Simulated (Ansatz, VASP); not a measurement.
# SnS2 (1T-SnS2 4 layers, AA): VASP beside Ansatz, part 2 of 2

Aim: how closely do two programs agree when they are given the same cell, functional and k mesh? Of the first pair: The structure shown is the start of the Ansatz relaxation below; VASP solves that cell, so the two are compared at the walk's first step.

VASP 6.6.1 and Ansatz 0.2.0.

So far: Starting point; Ansatz: relaxation, PBE with D3(BJ).

## (3) VASP: single point, PBE with D3(BJ), start cell, pair 1

Level of this step: PBE with D3(BJ); plane waves and PAW (S, Sn_d) (VASP).

The same cell, functional, mesh and smearing now go to VASP, with its own data sets.

Lines of VASP's logs that name or quote its potential files are left out, and so is its time.

INCAR reads:

```
SYSTEM = SnS2
PREC = Accurate
ENCUT = 400
EDIFF = 1E-06
NELM = 120
ISMEAR = -1
SIGMA = 0.05
LREAL = .FALSE.
ALGO = Normal
GGA = PE
IVDW = 12
NBANDS = 64
LORBIT = 11
LWAVE = .FALSE.
LCHARG = .FALSE.
ISIF = 2
LDIPOL = .TRUE.
IDIPOL = 3
DIPOL = 0.5 0.5 0.5
LVHAR = .TRUE.
LASPH = .TRUE.
GGA_COMPAT = .FALSE.
EFERMI = MIDGAP
NELMDL = -8
KPAR = 2
```

POSCAR reads:

```
SnS2
1.0
    3.7000000000      0.0000000000      0.0000000000
   -1.8500000000      3.2042940000      0.0000000000
    0.0000000000      0.0000000000     63.5606670000
S Sn
8 4
Direct
    0.6666666667      0.3333333333      0.3720854597
    0.3333333333      0.6666666667      0.4006434750
    0.6666666667      0.3333333333      0.4478424762
    0.3333333333      0.6666666667      0.4764004994
    0.6666666667      0.3333333333      0.5235995006
    0.3333333333      0.6666666667      0.5521575238
    0.6666666667      0.3333333333      0.5993565250
    0.3333333333      0.6666666667      0.6279145403
    0.0000000000      0.0000000000      0.3863644634
    0.0000000000      0.0000000000      0.4621214878
    0.0000000000      0.0000000000      0.5378785122
    0.0000000000      0.0000000000      0.6136355366
```

KPOINTS reads:

```
Automatic mesh
0
Gamma
12 12 1
0 0 0
```

The projector-augmented-wave data sets are S and Sn_d (PBE family, release 64).

On the command line:

```
$ mpirun -np 2 vasp_std
```

Numbers of over 12 decimals in the logs are rounded to 6 here.

The program printed:

```text
[banner, memory and clock lines left out]
running    2 mpi-ranks, on    1 nodes
 distrk:  each k-point on    1 cores,    2 groups
 distr:  one band on    1 cores,    1 groups

 POSCAR found type information on POSCAR S Sn
 POSCAR found :  2 types and      12 ions
 LDA part: xc-table for (Slater+PW92), standard interpolation
|                                                                             |
|           W    W    AA    RRRRR   N    N  II  N    N   GGGG   !!!           |
|           W    W   A  A   R    R  NN   N  II  NN   N  G    G  !!!           |
|           W    W  A    A  R    R  N N  N  II  N N  N  G       !!!           |
|           W WW W  AAAAAA  RRRRR   N  N N  II  N  N N  G  GGG   !            |
|           WW  WW  A    A  R   R   N   NN  II  N   NN  G    G                |
|           W    W  A    A  R    R  N    N  II  N    N   GGGG   !!!           |
|                                                                             |
|     One of the lattice vectors is very long (>50 A), but AMIN is rather     |
|     large. This can spoil convergence since charge sloshing might occur     |
|     along the long lattice vector. If problems with convergence are         |
|     observed, try to decrease AMIN to a smaller value (e.g. 0.01).          |
|     Note: This warning only applies if the self-consistency cycle is        |
|     used.                                                                   |
|                                                                             |

 POSCAR, INCAR and KPOINTS ok, starting setup
 FFT: planning ... GRIDC
 FFT: planning ... GRID_SOFT
 FFT: planning ... GRID
 WAVECAR not read
 entering main loop
       N       E                     dE             d eps       ncg     rms          rms(c)
DAV:   1     0.956662723639E+03    0.95666E+03   -0.41035E+04  2928   0.122E+03
DAV:   2     0.980397115706E+02   -0.85862E+03   -0.83601E+03  2928   0.315E+02
DAV:   3    -0.344809498607E+02   -0.13252E+03   -0.13104E+03  2920   0.155E+02
DAV:   4    -0.413798120247E+02   -0.68989E+01   -0.68454E+01  3016   0.395E+01
DAV:   5    -0.416523685467E+02   -0.27256E+00   -0.27233E+00  3496   0.708E+00
DAV:   6    -0.416590504161E+02   -0.66819E-02   -0.66810E-02  3520   0.105E+00
DAV:   7    -0.416592748684E+02   -0.22445E-03   -0.22442E-03  3608   0.178E-01
DAV:   8    -0.416592845416E+02   -0.96732E-05   -0.96732E-05  3576   0.318E-02    0.297E+01
DAV:   9    -0.385247222116E+02    0.31346E+01   -0.52520E+00  3376   0.176E+01    0.192E+01
DAV:  10    -0.383184107920E+02    0.20631E+00   -0.48579E+00  3528   0.102E+01    0.336E+00
DAV:  11    -0.381537605602E+02    0.16465E+00   -0.13591E+00  3248   0.843E+00    0.159E+00
DAV:  12    -0.381575201025E+02   -0.37595E-02   -0.53870E-02  3024   0.115E+00    0.103E+00
DAV:  13    -0.381568773062E+02    0.64280E-03   -0.15973E-02  3336   0.128E+00    0.892E-01
DAV:  14    -0.381564984362E+02    0.37887E-03   -0.33159E-03  3056   0.295E-01    0.441E-01
[...]
DAV:  24    -0.381564515376E+02   -0.45077E-04   -0.32593E-06  2096   0.692E-03    0.964E-03
DAV:  25    -0.381564745686E+02   -0.23031E-04   -0.98558E-07  1944   0.590E-03    0.482E-03
DAV:  26    -0.381564950845E+02   -0.20516E-04   -0.10180E-06  2000   0.287E-03    0.300E-03
DAV:  27    -0.381565013446E+02   -0.62601E-05   -0.33720E-07  1792   0.294E-03    0.998E-03
DAV:  28    -0.381565049063E+02   -0.35616E-05   -0.12054E-07  1648   0.199E-03    0.654E-03
DAV:  29    -0.381565097984E+02   -0.48921E-05   -0.93406E-08  1680   0.169E-03    0.312E-03
DAV:  30    -0.381565117984E+02   -0.20000E-05   -0.12387E-07  1760   0.126E-03    0.360E-03
DAV:  31    -0.381565126897E+02   -0.89131E-06   -0.21716E-08  1664   0.125E-03
   1 F= -.42361105E+02 E0= -.42361104E+02  d E =-.710626E-06
```

From OUTCAR (step 3):

```text
ion  position               nearest neighbor table
   1  0.667  0.333  0.372-   9 2.32   9 2.32   9 2.32
   2  0.333  0.667  0.401-   9 2.32   9 2.32   9 2.32
   3  0.667  0.333  0.448-  10 2.32  10 2.32  10 2.32
   4  0.333  0.667  0.476-  10 2.32  10 2.32  10 2.32
   5  0.667  0.333  0.524-  11 2.32  11 2.32  11 2.32
   6  0.333  0.667  0.552-  11 2.32  11 2.32  11 2.32
   7  0.667  0.333  0.599-  12 2.32  12 2.32  12 2.32
   8  0.333  0.667  0.628-  12 2.32  12 2.32  12 2.32
   9  0.000  0.000  0.386-   1 2.32   1 2.32   1 2.32   2 2.32   2 2.32   2 2.32
  10  0.000  0.000  0.462-   3 2.32   4 2.32   3 2.32   4 2.32   3 2.32   4 2.32
  11  0.000  0.000  0.538-   6 2.32   5 2.32   6 2.32   5 2.32   6 2.32   5 2.32
  12  0.000  0.000  0.614-   8 2.32   8 2.32   8 2.32   7 2.32   7 2.32   7 2.32

  LATTYP: Found a hexagonal cell.
 ALAT       =     3.7000000000
 C/A-ratio  =    17.1785586486

 Subroutine GETGRP returns: Found 12 space group operations
 (whereof 12 operations were pure point group operations)

The static configuration has the point symmetry D_3d.

 Found     19 irreducible k-points:

   k-points           NKPTS =     19   k-points in BZ     NKDIM =     19   number of bands    NBANDS=     64

   dimension x,y,z NGX =    24 NGY =   24 NGZ =  420
   dimension x,y,z NGXF=    48 NGYF=   48 NGZF=  840

   ENCUT  =  400.0 eV  29.40 Ry    5.42 a.u.   6.03  6.03103.65*2*pi/ulx,y,z

   NELECT =     104.0000    total number of electrons

 k-points in reciprocal lattice and weights: Automatic mesh
   0.00000000  0.00000000  0.00000000       0.007
   0.08333333 -0.00000000  0.00000000       0.042
   0.16666667 -0.00000000  0.00000000       0.042
   0.25000000 -0.00000000  0.00000000       0.042
   0.33333333  0.00000000  0.00000000       0.042
   0.41666667  0.00000000  0.00000000       0.042
   0.50000000 -0.00000000  0.00000000       0.021
   0.08333333  0.08333333  0.00000000       0.042
   0.16666667  0.08333333  0.00000000       0.083
[...]
0.33333333  0.25000000  0.00000000       0.083
   0.33333333  0.33333333  0.00000000       0.014

 dipolmoment           0.000000      0.000000      0.000000 electrons x Angstroem

 average (electrostatic) potential at core
       1 -92.8483       2 -92.8487       3 -92.8503       4 -92.8505       5 -92.8505
       6 -92.8503       7 -92.8487       8 -92.8483       9-108.8265      10-108.8279
      11-108.8279      12-108.8265

 E-fermi :  -0.9971

 k-point     1 :       0.0000    0.0000    0.0000
  band No.  band energies     occupation
    ...
     48      -4.2578      2.00000
     49      -3.8177      2.00000
     50      -3.3954      2.00000
     51      -2.9852      2.00000
     52      -2.7016      2.00000
     53      -0.4876      0.00007
     54      -0.3481      0.00000
     55      -0.1524      0.00000
     56       0.0340      0.00000
     57       1.6035      0.00000
    ...

 k-point     2 :       0.0833   -0.0000    0.0000
  band No.  band energies     occupation
    ...
     48      -3.6798      2.00000
     49      -3.1554      2.00000
     50      -2.8651      2.00000
     51      -2.5443      2.00000
     52      -2.3116      2.00000
     53       0.0477      0.00000
     54       0.1322      0.00000
     55       0.2419      0.00000
     56       0.3338      0.00000
     57       1.6033      0.00000
    ...

 k-point     3 :       0.1667   -0.0000    0.0000
  band No.  band energies     occupation
    ...
     48      -3.0758      2.00000
     49      -2.6906      2.00000
     50      -2.3924      2.00000
     51      -2.0802      2.00000
     52      -1.8578      2.00000
     53       0.6426      0.00000
     54       0.6899      0.00000
     55       0.7419      0.00000
     56       0.7789      0.00000
     57       1.6202      0.00000
    ...

 Edisp (eV)   -4.20459

  Total      72.25397    72.25397    43.46098     0.00000     0.00000    -0.00000
  in kB     153.62070   153.62070    92.40331     0.00000     0.00000    -0.00000
  external pressure =      133.21 kB  Pullay stress =        0.00 kB

  energy-cutoff  :      400.00
  volume of cell :      753.57
      direct lattice vectors                 reciprocal lattice vectors
     3.700000000  0.000000000  0.000000000     0.270270270  0.156040613  0.000000000
    -1.850000000  3.204294000  0.000000000     0.000000000  0.312081226  0.000000000
     0.000000000  0.000000000 63.560667000     0.000000000  0.000000000  0.015733000

 POSITION                                       TOTAL-FORCE (eV/Angst)
 -----------------------------------------------------------------------------------
      1.85000      1.06810     23.65000        -0.000000     -0.000000     -6.096440
     -0.00000      2.13620     25.46517        -0.000000     -0.000000      6.053559
      1.85000      1.06810     28.46517         0.000000     -0.000000     -6.008203
     -0.00000      2.13620     30.28033        -0.000000     -0.000000      6.013702
      1.85000      1.06810     33.28033         0.000000      0.000000     -6.013702
     -0.00000      2.13620     35.09550         0.000000      0.000000      6.008203
      1.85000      1.06810     38.09550        -0.000000      0.000000     -6.053559
     -0.00000      2.13620     39.91067         0.000000     -0.000000      6.096440
      0.00000      0.00000     24.55758         0.000000      0.000000      0.060530
      0.00000      0.00000     29.37275         0.000000     -0.000000      0.004458
      0.00000      0.00000     34.18792        -0.000000     -0.000000     -0.004458
      0.00000      0.00000     39.00308         0.000000     -0.000000     -0.060530
 -----------------------------------------------------------------------------------
    total drift:                                0.000000      0.000000      0.000000

  FREE ENERGIE OF THE ION-ELECTRON SYSTEM (eV)
  ---------------------------------------------------
  free  energy   TOTEN  =       -42.3611048117 eV

  energy  without entropy=      -42.3611041011  energy(sigma->0) =      -42.36110446

 vacuum level on the upper side and lower side of the slab         3.949         3.949

 total charge
# of ion       s       p       d       tot
------------------------------------------
    1        1.361   2.536   0.000   3.897
    2        1.362   2.537   0.000   3.899
    3        1.362   2.536   0.000   3.899
    4        1.362   2.536   0.000   3.899
    5        1.362   2.536   0.000   3.899
    6        1.362   2.536   0.000   3.899
    7        1.362   2.537   0.000   3.899
    8        1.361   2.536   0.000   3.897
    9        1.025   1.411  10.378  12.814
   10        1.025   1.413  10.378  12.816
   11        1.025   1.413  10.378  12.816
   12        1.025   1.411  10.378  12.814
--------------------------------------------------
tot         14.993  25.941  41.513  82.447

[... 3 further parts left out ...]
```

## (4) Comparison

Known differences besides the potentials themselves: Ansatz cuts the interaction across the vacuum, VASP repeats the sheet with a dipole correction (LDIPOL); the cutoff is 420 eV in Ansatz and 400 eV in VASP. Total energies have different zeros and are not compared.

Forces on 7 of the 12 atoms, those with the largest forces and the largest differences (eV/Å; atoms numbered as in POSCAR):

| atom | Ansatz x, y, z | VASP x, y, z |
| --- | --- | --- |
| S1 | 0.000, 0.000, -6.116 | 0.000, 0.000, -6.096 |
| S2 | 0.000, 0.000, 6.073 | 0.000, 0.000, 6.054 |
| S3 | 0.000, 0.000, -6.027 | 0.000, 0.000, -6.008 |
| S4 | 0.000, 0.000, 6.033 | 0.000, 0.000, 6.014 |
| S5 | 0.000, 0.000, -6.033 | 0.000, 0.000, -6.014 |
| S7 | 0.000, 0.000, -6.073 | 0.000, 0.000, -6.054 |
| S8 | 0.000, 0.000, 6.116 | 0.000, 0.000, 6.096 |

The forces differ by 9.1 meV/Å r.m.s., which is 0.3 % of the r.m.s. force of 2.849 eV/Å (both taken over all components). Where the cell holds vacuum, a pressure given here is an average over it and none of the material.

## (5) Ansatz: relaxation, PBE with D3(BJ)

This run makes the geometry at which the two programs are then compared.

The structure compared here is the end of the Ansatz relaxation.

This is the run of step 2 again, met here at its other cell.

## (6) VASP: single point, PBE with D3(BJ), relaxed cell, pair 2

The same cell, functional, mesh and smearing now go to VASP, with its own data sets.

INCAR is that of step 3.

POSCAR reads:

```
SnS2
1.0
    3.6682330050      0.0000000000      0.0000000000
   -1.8341165025      3.1767829694      0.0000000000
    0.0000000000      0.0000000000     63.5606673732
S Sn
8 4
Direct
    0.6666666667      0.3333333333      0.3395079354
    0.3333333333      0.6666666667      0.3861123488
    0.6666666667      0.3333333333      0.4310056522
    0.3333333333      0.6666666667      0.4775435708
    0.6666666667      0.3333333333      0.5224564292
    0.3333333333      0.6666666667      0.5689943478
    0.6666666667      0.3333333333      0.6138876512
    0.3333333333      0.6666666667      0.6604920646
    0.0000000000      0.0000000000      0.3628293079
    0.0000000000      0.0000000000      0.4542750550
    0.0000000000      0.0000000000      0.5457249450
    0.0000000000      0.0000000000      0.6371706921
```

KPOINTS is that of step 3.

On the command line:

```
$ mpirun -np 2 vasp_std
```

The program printed:

```text
[banner, memory and clock lines left out]
running    2 mpi-ranks, on    1 nodes
[...]
LDA part: xc-table for (Slater+PW92), standard interpolation
 [... a notice as in an earlier step ...]

 POSCAR, INCAR and KPOINTS ok, starting setup
[...]
entering main loop
       N       E                     dE             d eps       ncg     rms          rms(c)
DAV:   1     0.879503595390E+03    0.87950E+03   -0.40296E+04  2928   0.121E+03
DAV:   2     0.712734783695E+02   -0.80823E+03   -0.78678E+03  2936   0.309E+02
DAV:   3    -0.483505904091E+02   -0.11962E+03   -0.11858E+03  2928   0.146E+02
DAV:   4    -0.544362411900E+02   -0.60857E+01   -0.60511E+01  2976   0.367E+01
[...]
DAV:  19    -0.526654240362E+02   -0.14601E-04   -0.40674E-07  1728   0.341E-03    0.891E-03
DAV:  20    -0.526654712599E+02   -0.47224E-04   -0.41395E-06  2168   0.489E-03    0.600E-03
DAV:  21    -0.526654711962E+02    0.63736E-07   -0.20221E-07  1744   0.205E-03
   1 F= -.56296602E+02 E0= -.56296602E+02  d E =-.231412E-06
```

From OUTCAR (step 6):

```text
 Edisp (eV)   -3.63113

  Total      -0.24183    -0.24183    -0.16564    -0.00000     0.00000     0.00000
  in kB      -0.52311    -0.52311    -0.35830    -0.00000     0.00000     0.00000
  external pressure =       -0.47 kB  Pullay stress =        0.00 kB

 POSITION                                       TOTAL-FORCE (eV/Angst)
 -----------------------------------------------------------------------------------
      1.83412      1.05893     21.57935         0.000000      0.000000      0.005663
     -0.00000      2.11786     24.54156         0.000000      0.000000     -0.006821
      1.83412      1.05893     27.39501         0.000000     -0.000000      0.007097
     -0.00000      2.11786     30.35299        -0.000000     -0.000000     -0.006901
      1.83412      1.05893     33.20768        -0.000000     -0.000000      0.006901
     -0.00000      2.11786     36.16566        -0.000000      0.000000     -0.007097
      1.83412      1.05893     39.01911        -0.000000     -0.000000      0.006821
     -0.00000      2.11786     41.98132         0.000000     -0.000000     -0.005663
      0.00000      0.00000     23.06167        -0.000000     -0.000000     -0.000557
      0.00000      0.00000     28.87403        -0.000000     -0.000000     -0.000032
      0.00000      0.00000     34.68664         0.000000      0.000000      0.000032
      0.00000      0.00000     40.49899         0.000000     -0.000000      0.000557
 -----------------------------------------------------------------------------------
    total drift:                                0.000000     -0.000000      0.000000

  FREE ENERGIE OF THE ION-ELECTRON SYSTEM (eV)
  ---------------------------------------------------
  free  energy   TOTEN  =       -56.2966022927 eV

  energy  without entropy=      -56.2966020613  energy(sigma->0) =      -56.29660218

[... 1 part as in an earlier step ...]

[... 2 further parts left out ...]
[key lines of the parts left out:]
E-fermi :  -1.7493
```

## (7) Comparison

Compared:

| quantity | Ansatz | VASP | difference |
| --- | --- | --- | --- |
| gap on the k mesh (eV) | 1.400 | 1.408 | -0.009 |

The largest component of a force difference here is 6 meV/Å. A gap on the mesh is an upper bound, since the band edges may lie between its points. Where the cell holds vacuum, a pressure given here is an average over it and none of the material.

## (8) What came out

```json
{"r.m.s. force difference (single point, PBE with D3(BJ), start cell, pair 1)": "0.32 % of the r.m.s. force", "difference in gap on the k mesh (single point, PBE with D3(BJ), relaxed cell, pair 2)": "-0.0086 eV"}
```

In words: The difference in gap on the k mesh is -0.0086 eV (single point, PBE with D3(BJ), relaxed cell, pair 2), within the 0.08 eV picked in this series as the mark of a large difference. Such differences can come from data sets, numerical settings and the points named under the comparisons, not from the functional's error against experiment.

[Lines on the potential files, build, host, timing and source positions are cut from VASP's logs without a mark.]

[Logs are printed without paths, hosts, clocks, repeated set-up lines and the standing remarks that a program may print on its own settings, such as how far it seeks lower states.]

[Hosts, paths, dates, database ids (printed as entryN), source tags and the programs' standing remarks are cut or masked in the printed files.]
